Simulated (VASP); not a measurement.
# C (Diamond): time-dependent DFT spectra, part 4 of 4

Aim: the absorption of C (Diamond) from time-dependent DFT with and without exact exchange. The cell has space group Fd-3m. The start is a cell from a database of measured crystal structures.

VASP 6.6.1, plane waves and PAW; the level of theory is named at each step.

So far, lowest excitation (eV): step 4 (casida equation on LDA, time-dependent LDA, Casida form) 5.53; step 5 (random-phase approximation on LDA, RPA spectrum on LDA) 5.54; step 9 (casida equation on B3LYP, time-dependent B3LYP, Casida form) 6.84; step 10 (random-phase approximation on B3LYP, RPA spectrum on B3LYP) 7.47.

### 13. Casida equation on PBE0

This step: time-dependent PBE0, Casida form; plane waves and PAW (C) (VASP 6.6.1).

The Casida equation, in the Tamm-Dancoff approximation (ANTIRES = 0), couples the pairs by a local exchange-correlation kernel and by exact exchange, which attracts electron and hole.

File INCAR:

```
SYSTEM = C
PREC = Accurate
ENCUT = 420
ISMEAR = 0
SIGMA = 0.01
LREAL = .FALSE.
LHFCALC = .TRUE.
AEXX = 0.25
GGA = PE
LASPH = .TRUE.
NBANDS = 20
PRECFOCK = Fast
ALGO = TDHF
NBANDSO = 4
NBANDSV = 4
OMEGAMAX = 25
NEDOS = 1000
CSHIFT = 0.1
LWAVE = .FALSE.
LCHARG = .FALSE.
ANTIRES = 0
LFXC = .TRUE.
LADDER = .TRUE.
```

File POSCAR:

```
C
1.0
    0.0000000000      1.7833700000      1.7833700000
    1.7833700000      0.0000000000      1.7833700000
    1.7833700000      1.7833700000      0.0000000000
C
2
Direct
    0.7500000000      0.7500000000      0.7500000000
    0.5000000000      0.5000000000      0.5000000000
```

File KPOINTS:

```
Automatic mesh
0
Gamma
6 6 6
0 0 0
```

The projector-augmented-wave data sets are C (PBE family, release 64).

The run starts from files that an earlier step left in the folder.

Command:

```sh
mpirun -np 4 vasp_std
```

What it wrote:

```text
[banner, memory and clock lines left out]
 POSCAR found type information on POSCAR C
 POSCAR found :  1 types and       2 ions
|                                                                             |
|           W    W    AA    RRRRR   N    N  II  N    N   GGGG   !!!           |
|           W    W   A  A   R    R  NN   N  II  NN   N  G    G  !!!           |
|           W    W  A    A  R    R  N N  N  II  N N  N  G       !!!           |
|           W WW W  AAAAAA  RRRRR   N  N N  II  N  N N  G  GGG   !            |
|           WW  WW  A    A  R   R   N   NN  II  N   NN  G    G                |
|           W    W  A    A  R    R  N    N  II  N    N   GGGG   !!!           |
|                                                                             |
|     The default for ENCUTGWSOFT is different in this version of VASP.       |
|     please manually set ENCUTGWSOFT =280 in the INCAR file.                 |
|                                                                             |

 LDA part: xc-table for (Slater+PW92), standard interpolation
 found WAVECAR, reading the header
 POSCAR, INCAR and KPOINTS ok, starting setup
 FFT: planning ... GRIDC
 FFT: planning ... GRID_SOFT
 FFT: planning ... GRID
 reading WAVECAR
 the WAVECAR file was read successfully
 initial charge from wavefunction
 available memory per node:    182.45 GB, setting MAXMEM to    186832

 The Fermi energy was updated, please check that it is located mid-gap
 values below the HOMO (VB) or above the LUMO (CB) will cause erroneous energies
 E-fermi :  11.7758

 the WAVEDER file was read successfully
 responsefunction array rank=     132
 LDA part: xc-table for (Slater+PW92), standard interpolation

 Doing            0  frequencies on each core in blocks of            0
 parallelization over k-points
 Using distributed matrix
 Using distributed eigensolver
 allocating two-electron 4 orbital integral table    4    4    4    4
 BSE setting up matrix
 available memory per node:    182.44 GB, setting MAXMEM to    186818
 Calculate matrix elements of the BSE Hamiltonian:
 Workload is divided into blocks of two-electron 4 orbital integrals computed in
  parallel.
 Each block/integral has dimensions  of (   4,   4,   4,   4) orbitals
 Total number of blocks/integrals:                23436
 Number of spins:                                     1
 Number of kpoints:                                 216
 Spin channel:                                        1
  Number of blocks of unoccupied bands:               1
  Number of blocks of occupied bands:                 1
 Number of rows/columns of blocks:                  216

                                                        Time (sec)
               Integrals                 Ranks       Real         CPU
  [         1 -        864/     23436]     4         0.48        0.00
  [       865 -       1728/     23436]     4         0.91        0.00
  [      1729 -       2592/     23436]     4         1.34        0.00
  [      2593 -       3456/     23436]     4         1.78        0.00
  [      3457 -       4320/     23436]     4         2.21        0.00
  [      4321 -       5184/     23436]     4         2.64        0.00
  [      5185 -       6048/     23436]     4         3.07        0.00
  [      6049 -       6912/     23436]     4         3.50        0.00
  [      6913 -       7776/     23436]     4         3.94        0.00
  [      7777 -       8640/     23436]     4         4.37        0.00
  [      8641 -       9504/     23436]     4         4.80        0.00
  [      9505 -      10368/     23436]     4         5.23        0.00
  [     10369 -      11232/     23436]     4         5.66        0.00
  [     11233 -      12096/     23436]     4         6.09        0.00
  [     12097 -      12960/     23436]     4         6.53        0.00
  [     12961 -      13824/     23436]     4         6.96        0.00
  [     13825 -      14688/     23436]     4         7.40        0.00
  [     14689 -      15552/     23436]     4         7.83        0.00
  [     15553 -      16416/     23436]     4         8.26        0.00
  [     16417 -      17280/     23436]     4         8.70        0.00
  [     17281 -      18144/     23436]     4         9.14        0.00
  [     18145 -      19008/     23436]     4         9.58        0.00
  [     19009 -      19872/     23436]     4        10.01        0.00
  [     19873 -      20736/     23436]     4        10.45        0.00
  [     20737 -      21600/     23436]     4        10.88        0.00
  [     21601 -      22464/     23436]     4        11.31        0.00
  [     22465 -      23328/     23436]     4        11.73        0.00
  [     23329 -      23436/     23436]     4        11.83        0.00

[... 3 parts as in an earlier step ...]
```

The job ended after 16 s (4 MPI ranks of AMD EPYC 7R43, shared host; peak memory 0.57 GiB).

OUTCAR, selected parts (step 13):

```text
   NELECT =       8.0000    total number of electrons

 E-fermi :  11.7758

[... 9 parts as in an earlier step ...]

[... 1 further part left out ...]
```

Numbers from this step:

```yaml
lowest_excitation: 6.954 eV
```

The imaginary dielectric function, xx has structure finer than the step of the table below, so its rows give means over 1 eV, whole bins alone (the curve runs from 0 to 25 eV). Peaks (eV: height): 6.9: 8.97, 9.0: 21.4, 9.5: 15.1, 11.1: 22.4, 11.5: 29.0, 12.3: 54.1, 16.7: 8.80.

From 4 filled and 4 empty bands alone, without any pair above OMEGAMAX = 25 eV, so strength is missing wherever others contribute; lines are broadened by CSHIFT, which also makes the tail under the first line. Table of imaginary dielectric function, xx by photon energy; means over each step:

| photon energy (eV) | imaginary dielectric function, xx |
| --- | --- |
| 1 | 0.00717 |
| 2 | 0.0153 |
| 3 | 0.0260 |
| 4 | 0.0423 |
| 5 | 0.0746 |
| 6 | 0.218 |
| 7 | 2.71 |
| 8 | 0.612 |
| 9 | 8.51 |
| 10 | 4.62 |
| 11 | 12.4 |
| 12 | 23.0 |
| 13 | 4.52 |
| 14 | 1.93 |
| 15 | 2.13 |
| 16 | 3.52 |
| 17 | 4.85 |
| 18 | 3.54 |
| 19 | 1.10 |
| 20 | 0.519 |
| 21 | 0.859 |
| 22 | 0.269 |
| 23 | 0.288 |
| 24 | 0.0936 |

Some of the lowest 40 states alone, with states under 2.5 meV apart joined, scaled to the strongest line shown. Lines of the exciton spectrum (strongest = 100):

```
position (eV)  lines merged  oscillator strength
        6.954             3                  0.0
        6.957             3                   46
        6.965             2                  0.0
        6.998             1                  0.0
        8.706             2                  0.0
        8.715             3                  0.0
        8.766             1                  0.0
        8.955             3                  100
        8.960             3                  0.0
        8.988             3                  0.0
        8.992             3                  0.0
        9.457             3                   65
        9.490             3                  0.0
```

The lowest excitation lies at 6.954 eV, -785 meV against the direct gap of these orbitals, a distance that this coarse mesh makes far too large. It is dark; the first state with over 2 % of the strongest strength among the lowest 40 lies at 6.957 eV. Peak heights aren't converged with the mesh, least of all at the onset.

### 14. Random-phase approximation on PBE0

This step: RPA spectrum on PBE0; plane waves and PAW (C) (VASP 6.6.1).

With the exchange-correlation kernel off, only the local fields remain: the random-phase approximation.

Changes to INCAR since step 13:

```diff
@@ -21,3 +21,3 @@
 ANTIRES = 0
-LFXC = .TRUE.
-LADDER = .TRUE.
+LFXC = .FALSE.
+LADDER = .FALSE.
```

POSCAR is that of step 13.

KPOINTS is that of step 13.

Command:

```sh
mpirun -np 4 vasp_std
```

What it wrote:

```text
[banner, memory and clock lines left out]
 LDA part: xc-table for (Slater+PW92), standard interpolation
 found WAVECAR, reading the header
 POSCAR, INCAR and KPOINTS ok, starting setup
 FFT: planning ... GRIDC
 FFT: planning ... GRID_SOFT
 FFT: planning ... GRID
 reading WAVECAR
 the WAVECAR file was read successfully
 initial charge from wavefunction
 available memory per node:    182.52 GB, setting MAXMEM to    186904

 Doing            0  frequencies on each core in blocks of            0
 parallelization over k-points
 Using distributed matrix
 Using distributed eigensolver
 allocating two-electron 4 orbital integral table    4    4    4    4
 BSE setting up matrix
 available memory per node:    182.50 GB, setting MAXMEM to    186879
 Calculate matrix elements of the BSE Hamiltonian:
 Workload is divided into blocks of two-electron 4 orbital integrals computed in
  parallel.
 Each block/integral has dimensions  of (   4,   4,   4,   4) orbitals
 Total number of blocks/integrals:                23436
 Number of spins:                                     1
 Number of kpoints:                                 216
 Spin channel:                                        1
  Number of blocks of unoccupied bands:               1
  Number of blocks of occupied bands:                 1
 Number of rows/columns of blocks:                  216

                                                        Time (sec)
               Integrals                 Ranks       Real         CPU
  [         1 -        864/     23436]     4         0.29        0.00
  [       865 -       1728/     23436]     4         0.58        0.00
  [      1729 -       2592/     23436]     4         0.85        0.00
  [      2593 -       3456/     23436]     4         1.14        0.00
  [      3457 -       4320/     23436]     4         1.43        0.00
  [      4321 -       5184/     23436]     4         1.71        0.00
  [      5185 -       6048/     23436]     4         1.99        0.00
  [      6049 -       6912/     23436]     4         2.27        0.00
  [      6913 -       7776/     23436]     4         2.55        0.00
  [      7777 -       8640/     23436]     4         2.83        0.00
  [      8641 -       9504/     23436]     4         3.11        0.00
  [      9505 -      10368/     23436]     4         3.40        0.00
  [     10369 -      11232/     23436]     4         3.68        0.00
  [     11233 -      12096/     23436]     4         3.95        0.00
  [     12097 -      12960/     23436]     4         4.24        0.00
  [     12961 -      13824/     23436]     4         4.52        0.00
  [     13825 -      14688/     23436]     4         4.80        0.00
  [     14689 -      15552/     23436]     4         5.08        0.00
  [     15553 -      16416/     23436]     4         5.36        0.00
  [     16417 -      17280/     23436]     4         5.64        0.00
  [     17281 -      18144/     23436]     4         5.92        0.00
  [     18145 -      19008/     23436]     4         6.20        0.00
  [     19009 -      19872/     23436]     4         6.49        0.00
  [     19873 -      20736/     23436]     4         6.77        0.00
  [     20737 -      21600/     23436]     4         7.06        0.00
  [     21601 -      22464/     23436]     4         7.34        0.00
  [     22465 -      23328/     23436]     4         7.63        0.00
  [     23329 -      23436/     23436]     4         7.70        0.00

[... 6 parts as in an earlier step ...]
```

The job ended after 12 s (4 MPI ranks; peak memory 0.57 GiB; 45 s of CPU time).

Parts of OUTCAR (step 14):

```text
   NELECT =       8.0000    total number of electrons

 E-fermi :  11.7758

[... 9 parts as in an earlier step ...]

[... 1 further part left out ...]
```

Numbers from this step:

```
lowest excitation : 7.742 eV
```

The imaginary dielectric function, xx has structure finer than the step of the table below, so its rows give means over 0.5 eV, whole bins alone (the curve runs from 0 to 25 eV). Peaks (eV: height): 10.34: 10.6, 12.34: 13.8, 13.64: 51.5, 17.97: 9.50, 18.97: 14.9.

From 4 filled and 4 empty bands alone, without any pair above OMEGAMAX = 25 eV, so strength is missing wherever others contribute; lines are broadened by CSHIFT, which also makes the tail under the first line. Imaginary dielectric function, xx against photon energy; means over each step:

| photon energy (eV) | imaginary dielectric function, xx |
| --- | --- |
| 1.0 | 0.00400 |
| 1.5 | 0.00615 |
| 2.0 | 0.00841 |
| 2.5 | 0.0109 |
| 3.0 | 0.0137 |
| 3.5 | 0.0169 |
| 4.0 | 0.0208 |
| 4.5 | 0.0255 |
| 5.0 | 0.0317 |
| 5.5 | 0.0404 |
| 6.0 | 0.0540 |
| 6.5 | 0.0804 |
| 7.0 | 0.164 |
| 7.5 | 1.61 |
| 8.0 | 1.56 |
| 8.5 | 0.252 |
| 9.0 | 0.316 |
| 9.5 | 1.93 |
| 10.0 | 3.94 |
| 10.5 | 5.97 |
| 11.0 | 2.14 |
| 11.5 | 2.34 |
| 12.0 | 5.53 |
| 12.5 | 9.20 |
| 13.0 | 5.26 |
| 13.5 | 30.6 |
| 14.0 | 13.7 |
| 14.5 | 3.34 |
| 15.0 | 2.71 |
| 15.5 | 5.35 |
| 16.0 | 1.78 |
| 16.5 | 1.38 |
| 17.0 | 3.12 |
| 17.5 | 5.36 |
| 18.0 | 6.99 |
| 18.5 | 4.11 |
| 19.0 | 9.82 |
| 19.5 | 8.05 |
| 20.0 | 3.76 |
| 20.5 | 1.54 |
| 21.0 | 1.38 |
| 21.5 | 1.50 |
| 22.0 | 2.74 |
| 22.5 | 1.16 |
| 23.0 | 0.792 |
| 23.5 | 0.371 |
| 24.0 | 0.957 |
| 24.5 | 0.451 |

The lowest excitation lies at 7.742 eV, +2 meV against the direct gap of these orbitals. It is dark; the first state with over 2 % of the strongest strength among the lowest 40 lies at 7.746 eV. Peak heights aren't converged with the mesh, least of all at the onset.

### 15. Summary

This step: time-dependent LDA, B3LYP, PBE0; plane waves and PAW (VASP 6.6.1).

Derived from the runs above.

Cost is wall time times ranks on a shared host, for this step alone, without the steps before it. Excitations by level:

```csv
level,first excitation (eV),cost (core minutes)
Casida equation on LDA,5.533,1.07
random phases on LDA,5.535,1.04
Casida equation on B3LYP,6.845,1.13
random phases on B3LYP,7.473,0.85
Casida equation on PBE0,6.954,1.09
random phases on PBE0,7.742,0.8
```

### 16. Summary of results

| Quantity | Value |
| --- | --- |
| Casida equation on LDA | lowest vertical excitation 5.533 eV; direct gap 5.533 eV |
| RPA on LDA | lowest vertical excitation 5.535 eV; direct gap 5.533 eV |
| Casida equation on B3LYP | lowest vertical excitation 6.845 eV; direct gap 7.470 eV |
| RPA on B3LYP | lowest vertical excitation 7.473 eV; direct gap 7.470 eV |
| Casida equation on PBE0 | lowest vertical excitation 6.954 eV; direct gap 7.739 eV |
| RPA on PBE0 | lowest vertical excitation 7.742 eV; direct gap 7.739 eV |

**Reading.** Time-dependent B3LYP puts the lowest vertical singlet excitation at 6.845 eV, 0.63 eV below the direct gap of 7.470 eV; the states within 10 meV of it carry 49 % of the strength of the strongest such group among the lowest 40 states. Time-dependent PBE0 puts the lowest vertical singlet excitation at 6.954 eV, 0.79 eV below the direct gap of 7.739 eV; the states within 10 meV of it carry 46 % of the strength of the strongest such group among the lowest 40 states. The exchange-correlation kernel and the attraction move the centre of weight of eps2 xx over the computed range by -2.24 eV against the run in the random-phase approximation on B3LYP, a shift that holds the same mesh error (B3LYP). The exchange-correlation kernel and the attraction move the centre of weight of eps2 xx over the computed range by -2.63 eV against the run in the random-phase approximation on PBE0, a shift that holds the same mesh error (PBE0). The LDA kernel binds nothing: its lowest excitation, 5.533 eV, sits at the direct gap of 5.533 eV. The binding energy was not obtained: in a well-screened crystal the exciton spreads over many cells, and on this mesh its distance from the gap is set by the mesh and is far too large. On such a mesh the heights of single peaks aren't converged either. For the hybrids, on a mesh this coarse most of the distance from the gap can come from the q = 0 term of the exact exchange, which falls with the number of k points, so it doesn't show which functional binds an exciton. These are vertical excitations; an indirect gap can lie lower. Direct gaps by functional: 5.533 eV at LDA, 7.470 eV at B3LYP and 7.739 eV at PBE0. Exact exchange widens them. Unscreened exchange converges slowly with the mesh, in the gaps as in the binding, and the two errors partly cancel in the excitation energy. Only the bands set by NBANDSO and NBANDSV form pairs, and any pair above OMEGAMAX = 25 eV is dropped, so the spectrum is that of this window; the window can cut degenerate bands. The given cell is kept, although it stands at -14.1 GPa at LDA and ENCUT = 420 eV, which holds the mismatch of the given cell with this functional and any basis-set error. Not tabulated here, as repeats of values shown or as unfit to read for their mesh, reference level or band range: eps2 curves (empty bands); eps1 curves and static values (Casida equation, empty bands, random phases); line lists of runs without attraction (Casida equation, random phases); gaps (empty bands); exciton binding energies (Casida equation).

[Lines on the potential files, build, host, timing and source positions are cut from VASP's logs without a mark.]

[Logs are printed without paths, hosts, clocks, repeated set-up lines and the standing remarks that a program may print on its own settings, such as how far it seeks lower states.]

[Hosts, paths, dates, database ids (printed as entryN), source tags and the programs' standing remarks are cut or masked in the printed files.]

[Pressures printed for these runs are not shown converged in the cutoff: they can be off by several GPa and have the wrong sign.]
